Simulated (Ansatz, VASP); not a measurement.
# Cross-check of CsH between VASP and Ansatz

Aim: how closely do two programs agree when they are given the same cell, functional and k mesh? The cell is taken from a series of runs on this material, whose earlier steps may have relaxed, scaled, displaced or heated it; both programs get it as it stands.

Calculated with Ansatz 0.2.0; plane waves, with VASP 6.6.1 beside it; zone-centre phonons at LDA.

## 1. The starting structure

It takes space group Fm-3m (No. 225, cubic). The conventional cell has a = 6.094 Å, b = 6.094 Å, c = 6.094 Å, α = 90.00°, β = 90.00°, γ = 90.00°. Nearest to Cs lie 6 H at 3.05 Å. H has 6 Cs at 3.05 Å nearest. Farther neighbours are not listed.

## 2. Ansatz: zone-centre phonons, LDA

Ansatz runs on norm-conserving files, of PseudoDojo where its log says so.

Second derivatives magnify differences that forces hide, and they need a tight electronic threshold.

input.yaml reads:

```yaml
crystal:
  lattice:
    - [-3.0471400243, 0.0, 3.0471400243]
    - [0.0, 3.0471400243, 3.0471400243]
    - [-3.0471400243, 3.0471400243, 0.0]
  atoms:
    - { symbol: Cs, position: [0.0, 0.0, 0.0] }
    - { symbol: H, position: [0.5, 0.5, 0.5] }
kpoints:
  mp_grid: { grid: [6, 6, 6] }
hamiltonian:
  xc: lda
  pseudopotentials: { kind: nc, accuracy: standard }
scf:
  occupations: { method: fixed }
output:
  eigenvalues: true
basis:
  ecutwfc: 1006.821
phonons:
  method: dfpt
  dielectric: true
  rigid_motions: translations
  qmesh: [2, 2, 2]
  temperatures: { t_max: 1000, t_step: 50 }
  qpath:
    path:
      - [[0.0, 0.0, 0.0], [0.0, 0.5, 0.5], [0.0, 0.625, 0.375]]
      - [[-0.375, 0.375, 0.0], [0.0, 0.0, 0.0], [0.0, 0.5, 0.0], [-0.25, 0.5, 0.25], [0.0, 0.5, 0.5]]
    npoints: 12
```

The run is started by

```sh
$ ansatz run input.yaml --threads 2 --pin off --max-ram 4096MiB --backend cpu --events-out ev --progress --plain --runs-dir out
```

What it wrote:

```text
Warning: basis.ecutwfc = 1006.821 eV is below the records' recommended 1006.821291 eV, and the density's cutoff is lower with it unless basis.ecutrho_ratio is high enough to keep the records' density cutoff: compare with a run at a higher cutoff
Engine: ansatz 0.2.0, x86_64-unknown-linux-gnu
Pseudopotentials: kind: nc
Pseudopotential: Cs, nc, valence charge 9, recommended cutoff 653.07327 eV (normal), Cs.nc.azcp (PseudoDojo's, or run here from an input of PseudoDojo's; its table is named by hamiltonian.pseudopotentials.accuracy)
Pseudopotential: H, nc, valence charge 1, recommended cutoff 1006.821291 eV (normal), H.nc.azcp (PseudoDojo's, or run here from an input of PseudoDojo's; its table is named by hamiltonian.pseudopotentials.accuracy)
Functional definition: SPW92
  exchange = slater_x
  correlation = pw_c
Crystal: 2 atoms, lattice volume = 56.586 Å³
Basis set: ecut = 1006.821 eV, 4111 PW (Γ), exchange–correlation on 90×90×90 points (8 copies of the dense FFT grid, shifted against one another)
Bands: 9, of which v1, the nominal top of the filled ones, is band 5 counted from 1 (4 counted from 0)
Symmetry: 48 space group operations
k-points: 30 of 216 (irreducible under 8 space group operations, time reversal used)
Non-local potential: Cs, projectors of the file, l = 0: 2, l = 1: 2, l = 2: 2, l = 3: 2
Non-local potential: H, projectors of the file, l = 0: 2, l = 1: 1
Initial density: superposition of atomic densities (chi_scale 0.1, normalization cell, long waves kept (reshape's long-wave potential 0.00 eV rms))
Initial wavefunctions: pseudopotential atomic-orbital guess
Functional: x = slater, c = lda
SCF iter   1: F=—  HF=-654.419811 eV  |F-HF|=—  |Δ(HF+E_count)|=         —  Δρ=4.02e-2  dr2=1.51e0  ethr=3.10e-3  ⟨swp⟩=5.4  Hψ=1851  notcnv=0  defer=48
preconditioner: auto → none  [insulator: Δε(μ)=3.204 eV  Ē_g=11.373 eV  n_scr=8 (ndim 8)  ℏωp=14.0 eV  f_vac=0.000  ε∞_Penn≈2.5]
SCF iter   2: F=—  HF=-653.845342 eV  |F-HF|=—  |Δ(HF+E_count)|=   5.74e-1  Δρ=6.07e-3  dr2=3.92e-2  ethr=3.10e-3  ⟨swp⟩=3.1  Hψ=680  notcnv=0  defer=54
SCF iter   3: F=—  HF=-653.841807 eV  |F-HF|=—  |Δ(HF+E_count)|=   3.54e-3  Δρ=2.94e-3  dr2=3.93e-3  ethr=3.92e-4  ⟨swp⟩=2.3  Hψ=615  notcnv=0  defer=56
SCF iter   4: F=—  HF=-653.843085 eV  |F-HF|=—  |Δ(HF+E_count)|=   1.28e-3  Δρ=4.45e-4  dr2=1.24e-4  ethr=3.93e-5  ⟨swp⟩=2.2  Hψ=340  notcnv=0  defer=56
SCF iter   5: F=—  HF=-653.843118 eV  |F-HF|=—  |Δ(HF+E_count)|=   3.27e-5  Δρ=7.82e-5  dr2=1.83e-6  ethr=1.24e-6  ⟨swp⟩=2.6  Hψ=498  notcnv=0  defer=56
SCF iter   6: F=—  HF=-653.843119 eV  |F-HF|=—  |Δ(HF+E_count)|=   1.14e-6  Δρ=2.33e-5  dr2=2.35e-7  ethr=1.83e-8  ⟨swp⟩=2.1  Hψ=417  notcnv=0  defer=55
SCF iter   7: F=—  HF=-653.843099 eV  |F-HF|=—  |Δ(HF+E_count)|=   2.01e-5  Δρ=4.30e-6  dr2=8.43e-9  ethr=2.35e-9  ⟨swp⟩=2.3  Hψ=414  notcnv=0  defer=55
SCF iter   8: F=—  HF=-653.843099 eV  |F-HF|=—  |Δ(HF+E_count)|=   2.28e-9  Δρ=5.07e-7  dr2=1.19e-10  ethr=8.43e-11  ⟨swp⟩=2.6  Hψ=454  notcnv=0  defer=55
SCF iter   9: F=-653.843099 eV  HF=-653.843099 eV  |F-HF|=5.68e-13  |Δ(HF+E_count)|=  1.08e-11  Δρ=4.07e-8  dr2=1.01e-12  ethr=1.00e-12  ⟨swp⟩=13.7  Hψ=2864  notcnv=0
SCF 1 converged in 9 iterations: F = -653.843099 eV  dr2 = 1.01e-12
NSCF: frozen V_eff on 3 k-points
DFPT response loops at Γ: preconditioner auto → none (the input reference at scf.mixing.eps_inf says where Resta's filter doesn't serve); β = 0.50; Broyden in place of MSR1
── the response to a field inside a basis, on 6×6×6 k-points: an SCF that follows is theirs, and a resumed run solves both again ──
Bands: 6, of which v1, the nominal top of the filled ones, is band 5 counted from 1 (4 counted from 0)
k-points: 28 of 216 (irreducible under 12 space group operations)
Initial density: handed on by an earlier stage of this run
Initial wavefunctions: pseudopotential atomic-orbital guess (no wavefunctions were taken with the density)
Eigensolver: Dense (28 Hₖ)
SCF iter   1: F=—  HF=-653.842640 eV  |F-HF|=—  |Δ(HF+E_count)|=         —  Δρ=4.04e-5  dr2=2.74e-7  ethr=1.00e-1
preconditioner: auto → none  [insulator: Δε(μ)=2.072 eV  Ē_g=9.504 eV  n_scr=8 (ndim 8)  ℏωp=14.0 eV  f_vac=0.003  ε∞_Penn≈3.2]
SCF iter   2: F=-653.842640 eV  HF=-653.842640 eV  |F-HF|=6.86e-8  |Δ(HF+E_count)|=   1.51e-7  Δρ=2.04e-5  dr2=3.47e-8  ethr=2.74e-9
SCF 1 converged in 2 iterations: F = -653.842640 eV  dr2 = 3.47e-8
DFPT response loops at Γ: mixed as the last ones told, above
NSCF: frozen V_eff on 16 k-points
NSCF: frozen V_eff on 136 k-points
DFPT response loops at q = (0, 0, -0.5) (fractional): preconditioner auto → Resta (q_TF=auto, 2.044 Å⁻¹)  ε∞=5.9 (no band partly filled); β = 1.00, the filter's whole step (`scf.mixing.beta` (0.50) is not read by the response loops at its default; to damp them type it under 1.00, their step now; it binds the ground state too); Broyden in place of MSR1
NSCF: frozen V_eff on 92 k-points
DFPT response loops at q = (0, -0.5, -0.5) (fractional): mixed as the last ones told, above
SCF converged after 9 iterations
Free energy (F): -653.843099 eV
Harris-Foulkes:  -653.843099 eV  (|F-HF|=5.68e-13)
Internal energy: -653.843099 eV  (E = F + TS)
E sigma→0 (E₀):  -653.843099 eV
Fermi energy:    4.294846 eV
--- Per-component energies (eV) ---
  E_band       = -51.906002
  E_kinetic    = 154.970502
  E_local      = -312.456167  (includes V_loc(G=0)·N_el)
  E_nonlocal   = 89.948503
  E_hartree    = 77.316544
  E_xc         = -196.288881
  E_vxc        = -139.001941  (∫ρ·V_xc dr)
  E_ewald      = -467.333599
  E_smearing   = -0.000000  (= −TS)
  E_closure    = -0.000000  (closes the sum)
  Σ components = -653.843099   (vs F -653.843099, Δ=0.00e0)
--- Band table (eV; the first three rows and the last of 30) ---
  k-point 0: bands = ["-17.3319", "-3.5383", "-3.5383", "-3.5383", "2.1266", "9.2675", "9.2675", "9.2675", "10.4363"]
  k-point 1: bands = ["-17.2988", "-3.9088", "-3.5736", "-3.5736", "2.6576", "8.3428", "9.4340", "9.4340", "10.0192"]
  k-point 2: bands = ["-17.2312", "-4.5288", "-3.6423", "-3.6423", "3.6767", "6.8392", "9.0521", "9.0521", "10.5170"]
  k-point 29: bands = ["-17.1540", "-4.6066", "-3.9440", "-3.9440", "2.6615", "6.8578", "10.1207", "12.5906", "12.5906"]
--- Phonons (Γ-DFPT): 2 representative perturbations + reference, on 30 of 216 k-points (Σ response iterations 6) ---
  k mesh reduced under 8 symmetry operations, with k and −k counted as one. Each operation leaves every solved perturbation unchanged. A smaller set is not considered because the run solves the response to a homogeneous field
  ASR residual: 3.984e-5 → 0.000e0 eV/Å²; symmetrization residual: 1.069e-7 eV/Å²
  ASR residual per site (eV/Å²): 3.98e-5 8.68e-6
  Γ frequencies (cm⁻¹): 0.00 0.00 0.00 452.22 452.22 452.22
  ε∞ (high-frequency dielectric tensor):
        3.594097    -0.000000    -0.000000
       -0.000000     3.594097     0.000000
       -0.000000     0.000000     3.594097
  ε⁰ (static dielectric tensor: ions relaxed, cell fixed):
        9.202703     0.000000    -0.000000
        0.000000     9.202703     0.000000
       -0.000000     0.000000     9.202703
  ε⁰ − ε∞ (ionic part):
        5.608606     0.000000    -0.000000
        0.000000     5.608606     0.000000
       -0.000000     0.000000     5.608606
  softest optical mode at Γ: 452.22 cm⁻¹; the repairs (sum rule, projections) moved no ω² at Γ by more than (1.59 cm⁻¹)²
  Born effective charges Z* (e; rows j = field, columns β = displacement):
    site 0:
         1.14870    0.00000   -0.00000
        -0.00000    1.14870    0.00000
        -0.00000   -0.00000    1.14870
    site 1:
        -1.14870   -0.00000    0.00000
         0.00000   -1.14870   -0.00000
         0.00000    0.00000   -1.14870
  Z* charge neutrality: 3.228e-4 e pre-enforcement
  solved inside a basis spanned on kpoints, on 6×6×6 k-points, its susceptibility summed on 10×10×10: ε∞ is read to err by 8.1e-3, Z* by 9.7e-3 e (field_mesh: kpoints solves on kpoints); Z* is corrected for what the basis lacks
  optical modes at Γ without the LO–TO term, one row a degenerate level:
      ω (cm⁻¹)  modes    IR ((D/Å)²/amu)
        452.22      3            91.2889
  optical modes at Γ + LO–TO along q̂ = [1.0000, 0.0000, 0.0000]:
      ω (cm⁻¹)  modes    IR ((D/Å)²/amu)
        452.22      2            60.8593
        723.62      1            30.4296
  optical modes at Γ + LO–TO along q̂ = [0.0000, 1.0000, 0.0000]:
      ω (cm⁻¹)  modes    IR ((D/Å)²/amu)
        452.22      2            60.8593
        723.62      1            30.4296
  optical modes at Γ + LO–TO along q̂ = [0.0000, 0.0000, 1.0000]:
      ω (cm⁻¹)  modes    IR ((D/Å)²/amu)
        452.22      2            60.8593
        723.62      1            30.4296
--- Phonons (arbitrary-q DFPT): 3 irreducible q on the 2×2×2 mesh ---
  q = [0.0000, 0.0000, 0.0000] (star 1, of the zone-centre solve; hermiticity 2.84e-7, symmetrization 1.45e-15): -0.00 -0.00 0.00 452.22 452.22 452.22
  q = [0.0000, 0.0000, -0.5000] (star 4, 2 solved perturbations on 68 of 216 k-point pairs; hermiticity 7.82e-13, symmetrization 3.94e-13): 41.81 41.81 64.08 567.33 567.33 739.73
  q = [0.0000, -0.5000, -0.5000] (star 3, 4 solved perturbations in 152 linear systems a pass and spin channel, the states on 46 of 216 k-point pairs; hermiticity 2.18e-7, symmetrization 2.11e-13): 27.41 27.41 57.25 471.70 471.70 518.96
  sum rule: each row above includes the acoustic sum rule's correction from the zone centre's row sums; it moved no ω² by more than (1.53 cm⁻¹)²
  mesh force constants: q→R imaginary residual 3.84e-17; ASR residual 3.984e-5 → 0.000e0 eV/Å²; symmetrization residual 1.110e-15 eV/Å²
  interpolated dispersion: 75 rows × 6 modes
  density of states and harmonic sums: on the 18×18×18 q-mesh, interpolated from the force constants of a 2×2×2 supercell (with the dipole–dipole term)
  largest difference from the sums on the solved wave vectors: F 8.29e-2 eV, S 1.16e-4 and C_V 3.17e-5 eV/K
  zero-point energy: 0.113520 eV/cell   skipped modes (ω ≤ 0): 3   left out of the sums: 8.57e-5 of the cell's modes: C_V's classical limit lies that fraction below 3 k_B per atom; for a crystal, a wire or a layer, F and S can be off by more, and a phonons.interpolated_qmesh denser along its periods is the remedy for the sampling
```

The column dr2 measures how far the density is from self-consistency, as an energy; F and HF (Harris–Foulkes) agree once it is small.

[end of part 1 of 2]

[Lines on the potential files, build, host, timing and source positions are cut from VASP's logs without a mark.]

[Logs are printed without paths, hosts, clocks, repeated set-up lines and the standing remarks that a program may print on its own settings, such as how far it seeks lower states.]

[Hosts, paths, dates, database ids (printed as entryN), source tags and the programs' standing remarks are cut or masked in the printed files.]
